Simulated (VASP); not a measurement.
Consider the following.

```
CELL_PARAMETERS angstrom
      0.00000     2.61280     2.61280
      2.61280     0.00000     2.61280
      2.61280     2.61280     0.00000
ATOMIC_POSITIONS crystal
  Cu 0.75000 0.75000 0.75000
  Cu 0.50000 0.50000 0.50000
```

Calculation: PBEsol GGA, VASP's PBE PAW potentials (set 64) (plane waves; VASP). Numerical set-up: 400 eV cut-off, 14×14×14 Γ-centred mesh, tetrahedra with Blöchl corrections, potentials Cu.

**Question.** What does the run give for the energy per atom (σ→0), band gap (on the k-mesh) with the smallest direct gap where there is one?

**Answer.** 
```
Property                                                    Result
------------------------  ----------------------------------------
band gap (on the k-mesh)  none (metal, semimetal or under 0.01 eV)
energy per atom (σ→0)                               -3.123 eV/atom
```

The absolute energy has meaning only against runs of the same code, potentials and settings.

The structure was generated: Cu was put into the diamond type (Fd-3m), which need not be its known phase. It was relaxed first, which changed the volume by +12 %.
